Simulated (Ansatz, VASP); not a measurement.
# Te in two plane-wave programs, part 2 of 2

Aim: how closely do two programs agree when they are given the same cell, functional and k mesh? The cell is taken from a series of VASP runs on this material, whose earlier steps may have relaxed, scaled or displaced it; both programs get it as it stands.

VASP 6.6.1 and Ansatz 0.2.0.

So far: Set-up; Ansatz: zone-centre phonons, PBEsol with D3(BJ).

## Step 3: VASP: zone-centre phonons, PBEsol with D3(BJ)

Level of this step: PBEsol with D3(BJ); plane waves and PAW (Te) (VASP).

The same cell, functional, mesh and smearing now go to VASP, with its own data sets and cutoff.

Lines of VASP's logs that name or quote its potential files are left out, and so is its time.

Contents of INCAR:

```
SYSTEM = Te
PREC = Accurate
ENCUT = 450
EDIFF = 1E-08
NELM = 100
ISMEAR = 0
SIGMA = 0.03
LREAL = .FALSE.
ALGO = Normal
GGA = PS
IVDW = 12
NBANDS = 15
LORBIT = 11
LWAVE = .FALSE.
LCHARG = .FALSE.
KPAR = 4
IBRION = 6
NFREE = 2
POTIM = 0.015
NSW = 1
ISIF = 2
```

Contents of POSCAR:

```
Te
1.0
    4.1922254906      0.0000000000      0.0000000000
   -2.0961127453      3.6305737732      0.0000000000
    0.0000000000      0.0000000000      5.9551044812
Te
3
Direct
    0.7052329391      0.7052329391      0.0000000000
    0.0000000000      0.2947670609      0.6666666667
    0.2947670609      0.0000000000      0.3333333333
```

Contents of KPOINTS:

```
Automatic mesh
0
Gamma
8 8 6
0 0 0
```

The projector-augmented-wave data sets are Te (PBE family, release 64).

The run is started by

```bash
> mpirun -np 4 vasp_std
```

Numbers of over 12 decimals in the logs are rounded to 6 here.

The log of the run:

```text
[banner, memory and clock lines left out]
running    4 mpi-ranks, on    1 nodes
 distrk:  each k-point on    1 cores,    4 groups
 distr:  one band on    1 cores,    1 groups

 POSCAR found type information on POSCAR Te
 POSCAR found :  1 types and       3 ions
|                                                                             |
|               ----> ADVICE to this user running VASP <----                  |
|                                                                             |
|     You enforced a specific xc type in the INCAR file but a different       |
|     [... a line on the potential file left out ...]
|     I HOPE YOU KNOW WHAT YOU ARE DOING!                                     |
|                                                                             |

 LDA part: xc-table for (Slater+PW92), standard interpolation
 POSCAR, INCAR and KPOINTS ok, starting setup
 FFT: planning ... GRIDC
 FFT: planning ... GRID_SOFT
 FFT: planning ... GRID
 WAVECAR not read
 entering main loop
       N       E                     dE             d eps       ncg     rms          rms(c)
DAV:   1     0.677350354981E+02    0.67735E+02   -0.60766E+03  1500   0.865E+02
DAV:   2    -0.636891834436E+01   -0.74104E+02   -0.70848E+02  2100   0.137E+02
DAV:   3    -0.104908763736E+02   -0.41220E+01   -0.41045E+01  1731   0.370E+01
DAV:   4    -0.105569820935E+02   -0.66106E-01   -0.66095E-01  2236   0.554E+00
DAV:   5    -0.105580442197E+02   -0.10621E-02   -0.10621E-02  1878   0.604E-01    0.149E+01
DAV:   6    -0.105443617253E+02    0.13682E-01   -0.88099E-03  1983   0.576E-01    0.917E+00
DAV:   7    -0.105397197243E+02    0.46420E-02   -0.17584E-02  1745   0.803E-01    0.206E-01
DAV:   8    -0.105394731865E+02    0.24654E-03   -0.27585E-03  1759   0.304E-01    0.105E-01
DAV:   9    -0.105394821340E+02   -0.89475E-05   -0.75772E-05  2115   0.594E-02    0.733E-02
DAV:  10    -0.105394826137E+02   -0.47973E-06   -0.82599E-06  1801   0.187E-02    0.106E-02
DAV:  11    -0.105394810348E+02    0.15789E-05   -0.35949E-06  1850   0.113E-02    0.464E-03
DAV:  12    -0.105394811058E+02   -0.70979E-07   -0.41295E-07  1983   0.379E-03    0.244E-03
DAV:  13    -0.105394810645E+02    0.41230E-07   -0.49064E-08  1808   0.139E-03    0.914E-04
DAV:  14    -0.105394810651E+02   -0.56787E-09   -0.16682E-09  1170   0.268E-04
   1 F= -.11916318E+02 E0= -.11916318E+02  d E =-.424570E-08
[...]
2 F= -.11916063E+02 E0= -.11916063E+02  d E =-.347683E-08
[...]
3 F= -.11916054E+02 E0= -.11916054E+02  d E =-.143130E-07
[...]
4 F= -.11915746E+02 E0= -.11915746E+02  d E =-.963171E-07
 Finite differences progress:
  Degree of freedom:   2/  2
  Displacement:        1/  2
  Total:               3/  4
 bond charge predicted
       N       E                     dE             d eps       ncg     rms          rms(c)
DAV:   1    -0.105389841088E+02   -0.72075E-04   -0.19102E-01  6069   0.218E+00    0.456E-01
DAV:   2    -0.105388650517E+02    0.11906E-03   -0.85632E-03  7392   0.557E-01    0.243E-01
DAV:   3    -0.105389176464E+02   -0.52595E-04   -0.69867E-04  7126   0.151E-01    0.176E-01
DAV:   4    -0.105389131672E+02    0.44791E-05   -0.29329E-05  7908   0.329E-02    0.678E-02
DAV:   5    -0.105389121761E+02    0.99119E-06   -0.49817E-06  7330   0.154E-02    0.130E-02
DAV:   6    -0.105389120642E+02    0.11181E-06   -0.57230E-07  7315   0.480E-03    0.665E-03
DAV:   7    -0.105389120349E+02    0.29380E-07   -0.14277E-07  7594   0.184E-03    0.144E-03
DAV:   8    -0.105389120341E+02    0.72350E-09   -0.86551E-09  4235   0.629E-04
   5 F= -.11915746E+02 E0= -.11915746E+02  d E =-.962545E-07
 Finite differences progress:
  Degree of freedom:   2/  2
  Displacement:        2/  2
  Total:               4/  4
```

Parts of OUTCAR (step 3):

```text
ion  position               nearest neighbor table
   1  0.705  0.705  0.000-   2 2.92   3 2.92   3 3.25   2 3.25   2 3.25   3 3.25
   2  0.000  0.295  0.667-   1 2.92   3 2.92   1 3.25   1 3.25   3 3.25   3 3.25
   3  0.295  0.000  0.333-   1 2.92   2 2.92   1 3.25   1 3.25   2 3.25   2 3.25

  LATTYP: Found a hexagonal cell.
 ALAT       =     4.1922254906
 C/A-ratio  =     1.4205114907

 Subroutine GETGRP returns: Found  6 space group operations
 (whereof  2 operations were pure point group operations)

The static configuration has the point symmetry C_2 .
 The point group associated with its full space group is D_3 .

 Found     50 irreducible k-points:

   k-points           NKPTS =     50   k-points in BZ     NKDIM =     50   number of bands    NBANDS=     15

   dimension x,y,z NGX =    30 NGY =   30 NGZ =   42
   dimension x,y,z NGXF=    60 NGYF=   60 NGZF=   84

   ENCUT  =  450.0 eV  33.07 Ry    5.75 a.u.   7.25  7.25 10.30*2*pi/ulx,y,z

   NELECT =      18.0000    total number of electrons

 k-points in reciprocal lattice and weights: Automatic mesh
   0.00000000  0.00000000  0.00000000       0.003
   0.12500000  0.00000000  0.00000000       0.016
   0.25000000  0.00000000  0.00000000       0.016
   0.37500000  0.00000000  0.00000000       0.016
   0.50000000  0.00000000  0.00000000       0.008
   0.12500000  0.12500000  0.00000000       0.016
   0.25000000  0.12500000  0.00000000       0.031
   0.37500000  0.12500000  0.00000000       0.031
   0.25000000  0.25000000  0.00000000       0.016
[...]
0.25000000  0.25000000  0.50000000       0.016
   0.37500000  0.25000000  0.50000000       0.016

 Edisp (eV)   -1.37683

 average (electrostatic) potential at core
       1 -87.5635       2 -87.5858       3 -87.5409

 E-fermi :   7.3066

 k-point     1 :       0.0000    0.0000    0.0000
  band No.  band energies     occupation
    ...
      5       4.8749      2.00000
      6       4.8771      2.00000
      7       5.5008      2.00000
      8       5.5066      2.00000
      9       6.0124      2.00000
     10       8.4164      0.00000
     11       8.4384      0.00000
     12       9.2019      0.00000
     13      12.0087      0.00000
     14      12.0400      0.00000
    ...

 k-point     2 :       0.1250    0.0000    0.0000
  band No.  band energies     occupation
    ...
      5       4.0182      2.00000
      6       4.3101      2.00000
      7       6.1013      2.00000
      8       6.2591      2.00000
      9       6.9744      2.00000
     10       7.7874      0.00000
     11       8.2433      0.00000
     12       8.8382      0.00000
     13      11.5023      0.00000
     14      12.0517      0.00000
    ...

 k-point     3 :       0.2500    0.0000    0.0000
  band No.  band energies     occupation
    ...
      5       3.0643      2.00000
      6       3.6865      2.00000
      7       5.5955      2.00000
      8       6.5285      2.00000
      9       6.7243      2.00000
     10       7.9159      0.00000
     11       8.2881      0.00000
     12       9.2616      0.00000
     13      10.4299      0.00000
     14      12.7095      0.00000
    ...

 Edisp (eV)   -1.37683

  Total      -0.02051     0.02081    -0.00080    -0.01165    -0.04844    -0.02778
  in kB      -0.36261     0.36778    -0.01408    -0.20591    -0.85620    -0.49114
  external pressure =       -0.00 kB  Pullay stress =        0.00 kB

  energy-cutoff  :      450.00
  volume of cell :       90.64
      direct lattice vectors                 reciprocal lattice vectors
     4.192225491  0.000000000  0.000000000     0.238536787  0.137719278  0.000000000
    -2.096112745  3.630573773  0.000000000     0.000000000  0.275438557  0.000000000
     0.000000000  0.000000000  5.955104481     0.000000000  0.000000000  0.167923166

 POSITION                                       TOTAL-FORCE (eV/Angst)
 -----------------------------------------------------------------------------------
      1.47825      2.56040     -0.01500         0.003278     -0.002401      0.076214
     -0.61786      1.07017      3.97007         0.000121      0.004243     -0.039224
      1.23573      0.00000      1.98503        -0.003399     -0.001842     -0.036990
 -----------------------------------------------------------------------------------
    total drift:                               -0.000008      0.000016      0.000043

  FREE ENERGIE OF THE ION-ELECTRON SYSTEM (eV)
  ---------------------------------------------------
  free  energy   TOTEN  =       -11.9157459461 eV

  energy  without entropy=      -11.9157458499  energy(sigma->0) =      -11.91574590

 Eigenvectors and eigenvalues of the dynamical matrix
 ----------------------------------------------------

   1 f  =    3.837954 THz    24.114576 2PiTHz  128.020364 cm-1    15.872495 meV
             X         Y         Z           dx          dy          dz
      1.478248  2.560400  0.000000     0.031897   -0.063631    0.676794
     -0.617865  1.070174  3.970070     0.039114    0.059460   -0.724222
      1.235730  0.000000  1.985035    -0.071095    0.004165    0.047428

   2 f  =    3.837954 THz    24.114576 2PiTHz  128.020364 cm-1    15.872495 meV
             X         Y         Z           dx          dy          dz
      1.478248  2.560400  0.000000     0.063627    0.031952    0.445513
     -0.617865  1.070174  3.970070    -0.059464    0.039170    0.363364
      1.235730  0.000000  1.985035    -0.004169   -0.071039   -0.808877

   3 f  =    2.828241 THz    17.770362 2PiTHz   94.339963 cm-1    11.696659 meV
             X         Y         Z           dx          dy          dz
      1.478248  2.560400  0.000000     0.288675    0.500000   -0.000000
     -0.617865  1.070174  3.970070     0.288675   -0.500000    0.000000
      1.235730  0.000000  1.985035    -0.577350   -0.000000    0.000000

   4 f  =    2.671087 THz    16.782935 2PiTHz   89.097877 cm-1    11.046724 meV
             X         Y         Z           dx          dy          dz
      1.478248  2.560400  0.000000    -0.500000    0.288675    0.000066
     -0.617865  1.070174  3.970070     0.500000    0.288675    0.000066
      1.235730  0.000000  1.985035     0.000000   -0.577350    0.000066

   5 f  =    2.397782 THz    15.065707 2PiTHz   79.981392 cm-1     9.916424 meV
             X         Y         Z           dx          dy          dz
      1.478248  2.560400  0.000000     0.340621   -0.460864   -0.092293
     -0.617865  1.070174  3.970070     0.229082    0.525217    0.080978
      1.235730  0.000000  1.985035    -0.569120   -0.064419    0.011316

   6 f  =    2.397782 THz    15.065707 2PiTHz   79.981392 cm-1     9.916424 meV
             X         Y         Z           dx          dy          dz
      1.478248  2.560400  0.000000    -0.460820   -0.340232    0.040219
     -0.617865  1.070174  3.970070     0.525261   -0.228693    0.059819
      1.235730  0.000000  1.985035    -0.064375    0.569508   -0.100038

   7 f/i=    0.000305 THz     0.001917 2PiTHz    0.010180 cm-1     0.001262 meV
             X         Y         Z           dx          dy          dz
      1.478248  2.560400  0.000000     0.000057   -0.000033    0.577350
     -0.617865  1.070174  3.970070    -0.000057   -0.000033    0.577350
      1.235730  0.000000  1.985035    -0.000000    0.000066    0.577350

   8 f/i=    0.000833 THz     0.005233 2PiTHz    0.027780 cm-1     0.003444 meV
             X         Y         Z           dx          dy          dz
      1.478248  2.560400  0.000000    -0.403280   -0.413390   -0.000018
     -0.617865  1.070174  3.970070    -0.403044   -0.413160    0.000071
      1.235730  0.000000  1.985035    -0.403362   -0.413070   -0.000052

   9 f/i=    0.000833 THz     0.005233 2PiTHz    0.027780 cm-1     0.003444 meV
             X         Y         Z           dx          dy          dz
      1.478248  2.560400  0.000000    -0.413023    0.403177   -0.000071
     -0.617865  1.070174  3.970070    -0.413254    0.403414    0.000020
      1.235730  0.000000  1.985035    -0.413343    0.403096    0.000051

 ELASTIC MODULI CONTR FROM IONIC RELAXATION (kBar)
 Direction    XX          YY          ZZ          XY          YZ          ZX
 --------------------------------------------------------------------------------
 XX        -137.9286    -38.8672   -120.6039      0.0000    -76.0798     -0.0000
 YY         -38.8672   -137.9286   -120.6039      0.0000     76.0798      0.0000
 ZZ        -120.6039   -120.6039   -164.5434     -0.0000      0.0000     -0.0000
 XY          -0.0000     -0.0000     -0.0000    -49.5307      0.0000    -76.0799
 YZ         -76.0798     76.0798      0.0000      0.0000   -123.9408      0.0000
 ZX          -0.0000     -0.0000     -0.0000    -76.0799      0.0000   -123.9410
 --------------------------------------------------------------------------------

 total charge
# of ion       s       p       d       tot
------------------------------------------
    1        1.442   1.804   0.053   3.299
    2        1.442   1.804   0.053   3.299
    3        1.442   1.804   0.053   3.299
--------------------------------------------------
tot          4.325   5.412   0.160   9.898

[... 3 further parts left out ...]
```

CONTCAR:

```
Te
   1.00000000000000
     4.1922254906000003    0.0000000000000000    0.0000000000000000
    -2.0961127453000001    3.6305737732000001    0.0000000000000000
     0.0000000000000000    0.0000000000000000    5.9551044812000002
  Te
     3
Direct
     0.7052329391000001    0.7052329391000002   -0.0025188474941715
     0.0000000000000000    0.2947670608999999    0.6666666667000030
     0.2947670608999999    0.0000000000000000    0.3333333332999970
```

The last energy, forces, stress and levels in OUTCAR belong to the last displaced cell, not to the cell of POSCAR.

## Step 4: Side by side

Known differences besides the potentials themselves: the data sets hold 48 valence electrons in Ansatz (default PAW (the set named soft_2) files) and 18 in VASP; the cutoff is 420 eV in Ansatz and 450 eV in VASP; Ansatz makes its cores anew for this functional, VASP keeps those of its PBE data sets; VASP leaves aspherical gradient terms in its spheres out (LASPH is not set), Ansatz keeps them; Ansatz takes the dispersion share of the force constants at frozen C6 weights, VASP differentiates the full forces; VASP uses finite displacements, Ansatz perturbation theory. Total energies have different zeros and are not compared.

Compared:

```
                  quantity  Ansatz   VASP  difference
optical mode 1 to 2 (cm⁻¹)    79.0   80.0     -1.24 %
     optical mode 3 (cm⁻¹)    88.6   89.1     -0.58 %
     optical mode 4 (cm⁻¹)    92.8   94.3     -1.64 %
optical mode 5 to 6 (cm⁻¹)   126.6  128.0     -1.13 %
```

Modes are paired by rising frequency and degeneracy, not by their patterns, so a pair may still set unlike modes beside each other.

## Step 5: Summary of results

| Property | Result |
| --- | --- |
| r.m.s. difference of the optical zone-centre modes, each program's sorted by frequency (zone-centre phonons, PBEsol with D3(BJ)) | 1.2 cm⁻¹ |
| difference in optical mode 4 (zone-centre phonons, PBEsol with D3(BJ)) | -1.6 % |

What this shows: The r.m.s. difference of the optical zone-centre modes, each program's sorted by frequency is 1.2 cm⁻¹ (zone-centre phonons, PBEsol with D3(BJ)). Among the rows given in per cent, the largest difference of the zone-centre phonons, PBEsol with D3(BJ) pair is in optical mode 4, -1.6 %. Such differences can come from data sets, numerical settings and the points named under the comparisons, not from the functional's error against experiment.

[Lines on the potential files, build, host, timing and source positions are cut from VASP's logs without a mark.]

[Logs are printed without paths, hosts, clocks, repeated set-up lines and the standing remarks that a program may print on its own settings, such as how far it seeks lower states.]

[Hosts, paths, dates, database ids (printed as entryN), source tags and the programs' standing remarks are cut or masked in the printed files.]
